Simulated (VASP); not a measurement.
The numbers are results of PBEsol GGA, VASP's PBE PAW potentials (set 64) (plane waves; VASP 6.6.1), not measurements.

The input files of a VASP run:

INCAR:
```
EDIFF = 1E-7
ALGO = Normal   ! blocked Davidson
LMAXMIX = 6   ! l cut-off of mixed one-centre charges
ISMEAR = 1
ISIF = 2   ! forces and stress, cell fixed
LCHARG = .FALSE.
LREAL = .FALSE.
LPHON_DISPERSION = .TRUE.
SYSTEM = Pt3Ti
NSW = 1   ! most ionic steps
PREC = Accurate
LWAVE = .FALSE.
NELM = 100
POTIM = 0.015
IBRION = 6
NFREE = 2
ENCUT = 400
GGA = PS   ! PBEsol
LASPH = .TRUE.   ! aspherical one-centre terms
SIGMA = 0.1   ! width (eV)
```

POSCAR:
```
Pt3Ti
1.0
  7.7957345398   0.0000000000   0.0000000000
  0.0000000000   7.7957345398   0.0000000000
  0.0000000000   0.0000000000   7.7957345398
Ti Pt
8 24
Cartesian
  0.0000000000   0.0000000000   0.0000000000
  0.0000000000   0.0000000000   3.8978672699
  0.0000000000   3.8978672699   0.0000000000
  0.0000000000   3.8978672699   3.8978672699
  3.8978672699   0.0000000000   0.0000000000
  3.8978672699   0.0000000000   3.8978672699
  3.8978672699   3.8978672699   0.0000000000
  3.8978672699   3.8978672699   3.8978672699
  0.0000000000   1.9489336349   1.9489336349
  0.0000000000   1.9489336349   5.8468009048
  0.0000000000   5.8468009048   1.9489336349
  0.0000000000   5.8468009048   5.8468009048
  3.8978672699   1.9489336349   1.9489336349
  3.8978672699   1.9489336349   5.8468009048
  3.8978672699   5.8468009048   1.9489336349
  3.8978672699   5.8468009048   5.8468009048
  1.9489336349   0.0000000000   1.9489336349
  1.9489336349   0.0000000000   5.8468009048
  1.9489336349   3.8978672699   1.9489336349
  1.9489336349   3.8978672699   5.8468009048
  5.8468009048   0.0000000000   1.9489336349
  5.8468009048   0.0000000000   5.8468009048
  5.8468009048   3.8978672699   1.9489336349
  5.8468009048   3.8978672699   5.8468009048
  1.9489336349   1.9489336349   0.0000000000
  1.9489336349   1.9489336349   3.8978672699
  1.9489336349   5.8468009048   0.0000000000
  1.9489336349   5.8468009048   3.8978672699
  5.8468009048   1.9489336349   0.0000000000
  5.8468009048   1.9489336349   3.8978672699
  5.8468009048   5.8468009048   0.0000000000
  5.8468009048   5.8468009048   3.8978672699
```

File KPOINTS:
```
K-points
0
G
3 3 3
0 0 0
```

### QPOINTS
```
k-points along high-symmetry lines
13
Line-mode
Cartesian
  0.000000   0.000000   0.000000 ! GAMMA
  0.000000   0.128275   0.000000 ! X

  0.000000   0.128275   0.000000 ! X
  0.128275   0.128275   0.000000 ! M

  0.128275   0.128275   0.000000 ! M
  0.000000   0.000000   0.000000 ! GAMMA

  0.000000   0.000000   0.000000 ! GAMMA
  0.128275   0.128275   0.128275 ! R

  0.128275   0.128275   0.128275 ! R
  0.000000   0.128275   0.000000 ! X

  0.128275   0.128275   0.128275 ! R
  0.128275   0.128275   0.000000 ! M
```

POTCAR, in this order: Ti_sv Pt (PBE.64 set). Program: vasp_std.

Output of the run:

OUTCAR:
```
 ion  position               nearest neighbor table
   1  0.000  0.000  0.000-   9 2.76  10 2.76  11 2.76  12 2.76  17 2.76  18 2.76  21 2.76  22 2.76
                            25 2.76  27 2.76  29 2.76  31 2.76
   2  0.000  0.000  0.500-   9 2.76  10 2.76  11 2.76  12 2.76  17 2.76  18 2.76  21 2.76  22 2.76
                            26 2.76  28 2.76  30 2.76  32 2.76
   3  0.000  0.500  0.000-   9 2.76  10 2.76  11 2.76  12 2.76  19 2.76  20 2.76  23 2.76  24 2.76
                            25 2.76  27 2.76  29 2.76  31 2.76
   4  0.000  0.500  0.500-   9 2.76  10 2.76  11 2.76  12 2.76  19 2.76  20 2.76  23 2.76  24 2.76
                            26 2.76  28 2.76  30 2.76  32 2.76
   5  0.500  0.000  0.000-  13 2.76  14 2.76  15 2.76  16 2.76  17 2.76  18 2.76  21 2.76  22 2.76
                            25 2.76  27 2.76  29 2.76  31 2.76
   6  0.500  0.000  0.500-  13 2.76  14 2.76  15 2.76  16 2.76  17 2.76  18 2.76  21 2.76  22 2.76
                            26 2.76  28 2.76  30 2.76  32 2.76
   7  0.500  0.500  0.000-  13 2.76  14 2.76  15 2.76  16 2.76  19 2.76  20 2.76  23 2.76  24 2.76
                            25 2.76  27 2.76  29 2.76  31 2.76
   8  0.500  0.500  0.500-  13 2.76  14 2.76  15 2.76  16 2.76  19 2.76  20 2.76  23 2.76  24 2.76
                            26 2.76  28 2.76  30 2.76  32 2.76
   9  0.000  0.250  0.250-   1 2.76   2 2.76   3 2.76   4 2.76  17 2.76  19 2.76  21 2.76  23 2.76
                            25 2.76  26 2.76  29 2.76  30 2.76
  10  0.000  0.250  0.750-   1 2.76   2 2.76   3 2.76   4 2.76  18 2.76  20 2.76  22 2.76  24 2.76
                            25 2.76  26 2.76  29 2.76  30 2.76
  11  0.000  0.750  0.250-   1 2.76   2 2.76   3 2.76   4 2.76  17 2.76  19 2.76  21 2.76  23 2.76
                            27 2.76  28 2.76  31 2.76  32 2.76
  12  0.000  0.750  0.750-   1 2.76   2 2.76   3 2.76   4 2.76  18 2.76  20 2.76  22 2.76  24 2.76
                            27 2.76  28 2.76  31 2.76  32 2.76
  13  0.500  0.250  0.250-   5 2.76   6 2.76   7 2.76   8 2.76  17 2.76  19 2.76  21 2.76  23 2.76
                            25 2.76  26 2.76  29 2.76  30 2.76
  14  0.500  0.250  0.750-   5 2.76   6 2.76   7 2.76   8 2.76  18 2.76  20 2.76  22 2.76  24 2.76
                            25 2.76  26 2.76  29 2.76  30 2.76
  15  0.500  0.750  0.250-   5 2.76   6 2.76   7 2.76   8 2.76  17 2.76  19 2.76  21 2.76  23 2.76
                            27 2.76  28 2.76  31 2.76  32 2.76
  16  0.500  0.750  0.750-   5 2.76   6 2.76   7 2.76   8 2.76  18 2.76  20 2.76  22 2.76  24 2.76
                            27 2.76  28 2.76  31 2.76  32 2.76
  17  0.250  0.000  0.250-   1 2.76   2 2.76   5 2.76   6 2.76   9 2.76  11 2.76  13 2.76  15 2.76
                            25 2.76  26 2.76  27 2.76  28 2.76
  18  0.250  0.000  0.750-   1 2.76   2 2.76   5 2.76   6 2.76  10 2.76  12 2.76  14 2.76  16 2.76
                            25 2.76  26 2.76  27 2.76  28 2.76
  19  0.250  0.500  0.250-   3 2.76   4 2.76   7 2.76   8 2.76   9 2.76  11 2.76  13 2.76  15 2.76
                            25 2.76  26 2.76  27 2.76  28 2.76
  20  0.250  0.500  0.750-   3 2.76   4 2.76   7 2.76   8 2.76  10 2.76  12 2.76  14 2.76  16 2.76
                            25 2.76  26 2.76  27 2.76  28 2.76
  21  0.750  0.000  0.250-   1 2.76   2 2.76   5 2.76   6 2.76   9 2.76  11 2.76  13 2.76  15 2.76
                            29 2.76  30 2.76  31 2.76  32 2.76
  22  0.750  0.000  0.750-   1 2.76   2 2.76   5 2.76   6 2.76  10 2.76  12 2.76  14 2.76  16 2.76
                            29 2.76  30 2.76  31 2.76  32 2.76
  23  0.750  0.500  0.250-   3 2.76   4 2.76   7 2.76   8 2.76   9 2.76  11 2.76  13 2.76  15 2.76
                            29 2.76  30 2.76  31 2.76  32 2.76
  24  0.750  0.500  0.750-   3 2.76   4 2.76   7 2.76   8 2.76  10 2.76  12 2.76  14 2.76  16 2.76
                            29 2.76  30 2.76  31 2.76  32 2.76
  25  0.250  0.250  0.000-   1 2.76   3 2.76   5 2.76   7 2.76   9 2.76  10 2.76  13 2.76  14 2.76
                            17 2.76  18 2.76  19 2.76  20 2.76
  26  0.250  0.250  0.500-   2 2.76   4 2.76   6 2.76   8 2.76   9 2.76  10 2.76  13 2.76  14 2.76
                            17 2.76  18 2.76  19 2.76  20 2.76
  27  0.250  0.750  0.000-   1 2.76   3 2.76   5 2.76   7 2.76  11 2.76  12 2.76  15 2.76  16 2.76
                            17 2.76  18 2.76  19 2.76  20 2.76
  28  0.250  0.750  0.500-   2 2.76   4 2.76   6 2.76   8 2.76  11 2.76  12 2.76  15 2.76  16 2.76
                            17 2.76  18 2.76  19 2.76  20 2.76
  29  0.750  0.250  0.000-   1 2.76   3 2.76   5 2.76   7 2.76   9 2.76  10 2.76  13 2.76  14 2.76
                            21 2.76  22 2.76  23 2.76  24 2.76
  30  0.750  0.250  0.500-   2 2.76   4 2.76   6 2.76   8 2.76   9 2.76  10 2.76  13 2.76  14 2.76
                            21 2.76  22 2.76  23 2.76  24 2.76
  31  0.750  0.750  0.000-   1 2.76   3 2.76   5 2.76   7 2.76  11 2.76  12 2.76  15 2.76  16 2.76
                            21 2.76  22 2.76  23 2.76  24 2.76
  32  0.750  0.750  0.500-   2 2.76   4 2.76   6 2.76   8 2.76  11 2.76  12 2.76  15 2.76  16 2.76
                            21 2.76  22 2.76  23 2.76  24 2.76
  LATTYP: Found a simple cubic cell.
 ALAT       =     7.7957345398
 Subroutine PRICEL returns following result:
  LATTYP: Found a simple cubic cell.
 ALAT       =     3.8978672699
 Subroutine GETGRP returns: Found 48 space group operations
The static configuration has the point symmetry O_h .
The dynamic configuration has the point symmetry O_h .
 Subroutine INISYM returns: Found 48 space group operations
 Subroutine IBZKPT returns following result:
...
```

### OSZICAR
```
...
DAV:   7    -0.278107630087E+03   -0.67925E+01   -0.19445E+02  2213   0.421E+01    0.327E+01
DAV:   8    -0.266005047278E+03    0.12103E+02   -0.12049E+01  2109   0.122E+01    0.167E+01
DAV:   9    -0.262234667645E+03    0.37704E+01   -0.19608E+01  2390   0.121E+01    0.691E+00
DAV:  10    -0.262055067735E+03    0.17960E+00   -0.22866E+00  2229   0.355E+00    0.362E+00
DAV:  11    -0.262113927623E+03   -0.58860E-01   -0.65681E-02  2232   0.725E-01    0.410E+00
DAV:  12    -0.262008378614E+03    0.10555E+00   -0.62184E-01  2223   0.257E+00    0.149E+00
DAV:  13    -0.261994080522E+03    0.14298E-01   -0.30463E-02  2079   0.530E-01    0.939E-01
DAV:  14    -0.261994701202E+03   -0.62068E-03   -0.36086E-03  2120   0.189E-01    0.815E-01
DAV:  15    -0.261989455094E+03    0.52461E-02   -0.61978E-03  2112   0.248E-01    0.309E-01
DAV:  16    -0.261988612983E+03    0.84211E-03   -0.21371E-03  2456   0.115E-01    0.157E-01
DAV:  17    -0.261988508811E+03    0.10417E-03   -0.35740E-04  2191   0.547E-02    0.713E-02
DAV:  18    -0.261988515206E+03   -0.63951E-05   -0.61163E-05  2024   0.225E-02    0.276E-02
DAV:  19    -0.261988516851E+03   -0.16445E-05   -0.15218E-05  2126   0.118E-02    0.107E-02
DAV:  20    -0.261988514148E+03    0.27032E-05   -0.60538E-06  2152   0.762E-03    0.406E-03
DAV:  21    -0.261988514078E+03    0.69842E-07   -0.12202E-07  1280   0.103E-03
   1 F= -.26198851E+03 E0= -.26199190E+03  d E =0.101617E-01
 Found     3 degrees of freedom:
       N       E                     dE             d eps       ncg     rms          rms(c)
DAV:   1    -0.261976351947E+03    0.12162E-01   -0.78348E-01  3065   0.500E+00    0.229E-01
DAV:   2    -0.261987687029E+03   -0.11335E-01   -0.12336E-01  2516   0.732E-01    0.116E-01
DAV:   3    -0.261987763281E+03   -0.76253E-04   -0.25162E-03  3368   0.141E-01    0.975E-02
DAV:   4    -0.261987725419E+03    0.37862E-04   -0.27692E-04  3432   0.734E-02    0.608E-02
DAV:   5    -0.261987699650E+03    0.25769E-04   -0.15559E-04  3360   0.477E-02    0.202E-02
DAV:   6    -0.261987700973E+03   -0.13231E-05   -0.38499E-05  3688   0.296E-02    0.123E-02
DAV:   7    -0.261987698826E+03    0.21473E-05   -0.12221E-05  3424   0.189E-02    0.579E-03
DAV:   8    -0.261987698647E+03    0.17919E-06   -0.27503E-06  3440   0.775E-03    0.269E-03
DAV:   9    -0.261987698640E+03    0.67703E-08   -0.70389E-07  2784   0.436E-03
   2 F= -.26198770E+03 E0= -.26199108E+03  d E =0.101486E-01
       N       E                     dE             d eps       ncg     rms          rms(c)
DAV:   1    -0.261948438670E+03    0.39260E-01   -0.26749E+00  3088   0.849E+00    0.425E-01
DAV:   2    -0.261987664273E+03   -0.39226E-01   -0.42438E-01  2462   0.126E+00    0.226E-01
DAV:   3    -0.261988023964E+03   -0.35969E-03   -0.94161E-03  3472   0.268E-01    0.200E-01
DAV:   4    -0.261987766057E+03    0.25791E-03   -0.12345E-03  3479   0.143E-01    0.108E-01
DAV:   5    -0.261987719410E+03    0.46647E-04   -0.53004E-04  3416   0.880E-02    0.541E-02
DAV:   6    -0.261987704876E+03    0.14533E-04   -0.15983E-04  3608   0.661E-02    0.204E-02
DAV:   7    -0.261987699709E+03    0.51676E-05   -0.43874E-05  3248   0.300E-02    0.122E-02
DAV:   8    -0.261987698762E+03    0.94677E-06   -0.88942E-06  3432   0.151E-02    0.459E-03
DAV:   9    -0.261987698689E+03    0.72600E-07   -0.24288E-06  3552   0.858E-03    0.306E-03
DAV:  10    -0.261987698611E+03    0.78089E-07   -0.49583E-07  2480   0.351E-03
   3 F= -.26198770E+03 E0= -.26199108E+03  d E =0.101450E-01
       N       E                     dE             d eps       ncg     rms          rms(c)
DAV:   1    -0.261972209233E+03    0.15489E-01   -0.20069E+00  2670   0.555E+00    0.229E-01
DAV:   2    -0.261986710296E+03   -0.14501E-01   -0.14910E-01  2444   0.916E-01    0.129E-01
DAV:   3    -0.261986844411E+03   -0.13411E-03   -0.35258E-03  3512   0.164E-01    0.138E-01
DAV:   4    -0.261986744030E+03    0.10038E-03   -0.46489E-04  3238   0.811E-02    0.507E-02
DAV:   5    -0.261986714968E+03    0.29062E-04   -0.19938E-04  2896   0.463E-02    0.245E-02
DAV:   6    -0.261986709995E+03    0.49726E-05   -0.31884E-05  3040   0.230E-02    0.977E-03
DAV:   7    -0.261986707776E+03    0.22192E-05   -0.11205E-05  3048   0.140E-02    0.703E-03
DAV:   8    -0.261986707072E+03    0.70436E-06   -0.28771E-06  3640   0.906E-03    0.268E-03
DAV:   9    -0.261986706931E+03    0.14035E-06   -0.89991E-07  2840   0.376E-03    0.114E-03
DAV:  10    -0.261986706902E+03    0.29559E-07   -0.19404E-07  1808   0.156E-03
   4 F= -.26198671E+03 E0= -.26199008E+03  d E =0.101095E-01
       N       E                     dE             d eps       ncg     rms          rms(c)
DAV:   1    -0.261982999095E+03    0.37078E-02   -0.41926E+00  2416   0.320E+00    0.267E-01
DAV:   2    -0.261987213703E+03   -0.42146E-02   -0.44230E-02  2620   0.465E-01    0.198E-01
DAV:   3    -0.261986957995E+03    0.25571E-03   -0.26317E-03  3152   0.119E-01    0.126E-01
DAV:   4    -0.261986805718E+03    0.15228E-03   -0.14676E-03  2854   0.985E-02    0.127E-01
DAV:   5    -0.261986735551E+03    0.70167E-04   -0.59847E-04  3047   0.779E-02    0.380E-02
DAV:   6    -0.261986720101E+03    0.15450E-04   -0.73114E-05  2960   0.290E-02    0.198E-02
DAV:   7    -0.261986709385E+03    0.10716E-04   -0.25814E-05  2704   0.119E-02    0.101E-02
DAV:   8    -0.261986707696E+03    0.16894E-05   -0.70145E-06  3152   0.839E-03    0.646E-03
DAV:   9    -0.261986706865E+03    0.83010E-06   -0.35716E-06  2640   0.503E-03    0.164E-03
DAV:  10    -0.261986706885E+03   -0.19638E-07   -0.29569E-07  2240   0.172E-03
   5 F= -.26198671E+03 E0= -.26199008E+03  d E =0.101086E-01
       N       E                     dE             d eps       ncg     rms          rms(c)
DAV:   1    -0.261985172358E+03    0.15345E-02   -0.24610E+00  3282   0.250E+00    0.188E-01
DAV:   2    -0.261987754435E+03   -0.25821E-02   -0.27277E-02  3774   0.471E-01    0.148E-01
DAV:   3    -0.261987628181E+03    0.12625E-03   -0.19017E-03  4366   0.160E-01    0.106E-01
DAV:   4    -0.261987455945E+03    0.17224E-03   -0.46561E-04  4015   0.828E-02    0.489E-02
DAV:   5    -0.261987438241E+03    0.17704E-04   -0.23984E-04  4183   0.648E-02    0.311E-02
DAV:   6    -0.261987422113E+03    0.16128E-04   -0.48588E-05  4519   0.430E-02    0.129E-02
DAV:   7    -0.261987418379E+03    0.37338E-05   -0.12768E-05  3768   0.120E-02    0.826E-03
DAV:   8    -0.261987416238E+03    0.21418E-05   -0.48612E-06  3759   0.619E-03    0.368E-03
DAV:   9    -0.261987415530E+03    0.70780E-06   -0.20506E-06  3648   0.374E-03    0.264E-03
DAV:  10    -0.261987415295E+03    0.23452E-06   -0.56990E-07  3280   0.276E-03    0.884E-04
DAV:  11    -0.261987415178E+03    0.11763E-06   -0.13953E-07  2040   0.130E-03    0.422E-04
DAV:  12    -0.261987415113E+03    0.65127E-07   -0.78777E-08  1928   0.829E-04
   6 F= -.26198742E+03 E0= -.26199079E+03  d E =0.101324E-01
       N       E                     dE             d eps       ncg     rms          rms(c)
DAV:   1    -0.261984205518E+03    0.32097E-02   -0.38412E+00  3298   0.310E+00    0.262E-01
DAV:   2    -0.261988396246E+03   -0.41907E-02   -0.44008E-02  3839   0.623E-01    0.240E-01
DAV:   3    -0.261987818730E+03    0.57752E-03   -0.37842E-03  4396   0.220E-01    0.153E-01
DAV:   4    -0.261987461706E+03    0.35702E-03   -0.10821E-03  3752   0.104E-01    0.705E-02
DAV:   5    -0.261987474791E+03   -0.13085E-04   -0.53801E-04  4261   0.103E-01    0.514E-02
DAV:   6    -0.261987430852E+03    0.43939E-04   -0.12083E-04  4511   0.633E-02    0.228E-02
DAV:   7    -0.261987419179E+03    0.11672E-04   -0.40021E-05  3704   0.188E-02    0.137E-02
DAV:   8    -0.261987415213E+03    0.39669E-05   -0.13011E-05  3800   0.950E-03    0.561E-03
DAV:   9    -0.261987415072E+03    0.14057E-06   -0.31214E-06  4448   0.509E-03    0.425E-03
DAV:  10    -0.261987414976E+03    0.95679E-07   -0.86201E-07  3544   0.370E-03
   7 F= -.26198741E+03 E0= -.26199079E+03  d E =0.101337E-01
```

OUTCAR:
```
------------------------ aborting loop because EDIFF is reached ----------------------------------------
  FORCE on cell =-STRESS in cart. coord.  units (eV):
  Direction    XX          YY          ZZ          XY          YZ          ZX
  --------------------------------------------------------------------------------------
  Total       -0.3060943     -0.3081301     -0.3131727      0.0000000      0.0000000      0.0000000
  in kB       -1.0351296     -1.0420141     -1.0590669      0.0000000      0.0000000      0.0000000
  external PRESSURE =      -1.0454035 kB  Pullay stress =       0.0000000 kB
  volume of cell :      473.77
      direct lattice vectors                 reciprocal lattice vectors
     7.795734540  0.000000000  0.000000000     0.128275276  0.000000000  0.000000000
     0.000000000  7.795734540  0.000000000     0.000000000  0.128275276  0.000000000
     0.000000000  0.000000000  7.795734540     0.000000000  0.000000000  0.128275276
 POSITION                                       TOTAL-FORCE (eV/Angst)
 -----------------------------------------------------------------------------------
      0.00000      0.00000      0.00000         0.000000     -0.003822     -0.006591
      0.00000      0.00000      3.89787         0.000000     -0.003822      0.006591
      0.00000      3.89787      0.00000         0.000000     -0.003519      0.006087
      0.00000      3.89787      3.89787         0.000000     -0.003519     -0.006087
      3.89787      0.00000      0.00000         0.000000     -0.002780      0.000063
      3.89787      0.00000      3.89787         0.000000     -0.002780     -0.000063
      3.89787      3.89787      0.00000         0.000000     -0.002791      0.000040
      3.89787      3.89787      3.89787         0.000000     -0.002791     -0.000040
      0.00000      1.93393      1.94893         0.000000      0.146593     -0.000000
      0.00000      1.94893      5.84680         0.000000      0.001322     -0.000000
      0.00000      5.84680      1.94893         0.000000     -0.018355     -0.000000
      0.00000      5.84680      5.84680         0.000000     -0.014342     -0.000000
      3.89787      1.94893      1.94893         0.000000      0.004513     -0.000000
      3.89787      1.94893      5.84680         0.000000     -0.001707     -0.000000
      3.89787      5.84680      1.94893         0.000000      0.004081     -0.000000
      3.89787      5.84680      5.84680         0.000000      0.001395     -0.000000
      1.94893      0.00000      1.94893         0.029125     -0.024800     -0.000000
      1.94893      0.00000      5.84680         0.003531     -0.001256     -0.000000
      1.94893      3.89787      1.94893        -0.027219     -0.023519     -0.000000
      1.94893      3.89787      5.84680        -0.003520     -0.001316     -0.000000
      5.84680      0.00000      1.94893        -0.029125     -0.024800     -0.000000
      5.84680      0.00000      5.84680        -0.003531     -0.001256     -0.000000
      5.84680      3.89787      1.94893         0.027219     -0.023519     -0.000000
      5.84680      3.89787      5.84680         0.003520     -0.001316     -0.000000
      1.94893      1.94893      0.00000        -0.000135      0.004970      0.000237
      1.94893      1.94893      3.89787        -0.000135      0.004970     -0.000237
      1.94893      5.84680      0.00000         0.000041     -0.003943     -0.000027
      1.94893      5.84680      3.89787         0.000041     -0.003943      0.000027
      5.84680      1.94893      0.00000         0.000135      0.004970      0.000237
      5.84680      1.94893      3.89787         0.000135      0.004970     -0.000237
      5.84680      5.84680      0.00000        -0.000041     -0.003943     -0.000027
      5.84680      5.84680      3.89787        -0.000041     -0.003943      0.000027
 -----------------------------------------------------------------------------------
    total drift:                                0.000001      0.000009      0.000001
  FREE ENERGIE OF THE ION-ELECTRON SYSTEM (eV)
  ---------------------------------------------------
  free  energy   TOTEN  =      -261.9874149763 eV

  energy  without entropy=     -261.9975487070  energy(sigma->0) =     -261.99079289
```
(Selected blocks of OUTCAR.)

The cell is a supercell, built from Pt3Ti (L1_2).
